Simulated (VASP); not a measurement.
OSZICAR of a VASP run on BeCd₃S₄ (ordered alloy cell):

**OSZICAR**
```
       N       E                     dE             d eps       ncg     rms          rms(c)
DAV:   1     0.368870309658E+03    0.36887E+03   -0.25716E+04  1480   0.124E+03
DAV:   2    -0.823195116977E+01   -0.37710E+03   -0.36840E+03  1745   0.329E+02
DAV:   3    -0.315454282128E+02   -0.23313E+02   -0.23162E+02  1696   0.825E+01
DAV:   4    -0.319941255735E+02   -0.44870E+00   -0.44773E+00  1828   0.111E+01
DAV:   5    -0.320005158745E+02   -0.63903E-02   -0.63887E-02  1759   0.135E+00    0.161E+01
DAV:   6    -0.302103960969E+02    0.17901E+01   -0.43884E+00  1913   0.199E+01    0.124E+01
DAV:   7    -0.301948850217E+02    0.15511E-01   -0.24301E+00  1679   0.746E+00    0.394E+00
DAV:   8    -0.301447529600E+02    0.50132E-01   -0.47388E-01  1742   0.575E+00    0.128E+00
DAV:   9    -0.301450543277E+02   -0.30137E-03   -0.45035E-02  1705   0.222E+00    0.311E-01
DAV:  10    -0.301444572192E+02    0.59711E-03   -0.35574E-03  1743   0.500E-01    0.132E-01
DAV:  11    -0.301445432637E+02   -0.86044E-04   -0.76345E-04  1684   0.171E-01    0.728E-02
DAV:  12    -0.301445837148E+02   -0.40451E-04   -0.11074E-04  1711   0.572E-02    0.391E-02
DAV:  13    -0.301445947813E+02   -0.11067E-04   -0.39089E-05  1667   0.435E-02    0.119E-02
DAV:  14    -0.301445952801E+02   -0.49875E-06   -0.54041E-06  1771   0.192E-02    0.845E-03
DAV:  15    -0.301445961178E+02   -0.83777E-06   -0.13895E-06  1587   0.551E-03    0.340E-03
DAV:  16    -0.301445960043E+02    0.11357E-06   -0.10683E-07  1151   0.219E-03    0.691E-04
DAV:  17    -0.301445960172E+02   -0.12913E-07   -0.41720E-08   938   0.108E-03
   1 F= -.30144596E+02 E0= -.30144596E+02  d E =0.000000E+00
```

Task: Which electronic solver shows in the log?

Result: It is blocked Davidson (ALGO = Normal, or the opening steps of other solvers). The INCAR had ALGO = Normal.

Task: Can the final energy be trusted as converged?

Result: The calculation finished and met its thresholds. It stopped with EDIFF = 1E-7, NELM = 100 (PBEsol GGA, plane waves, VASP's PBE PAW potentials (set 64)).

The structure was generated: BeCd3S4 was put into an ordered model structure (R3m), which need not be its known phase. It was relaxed first.
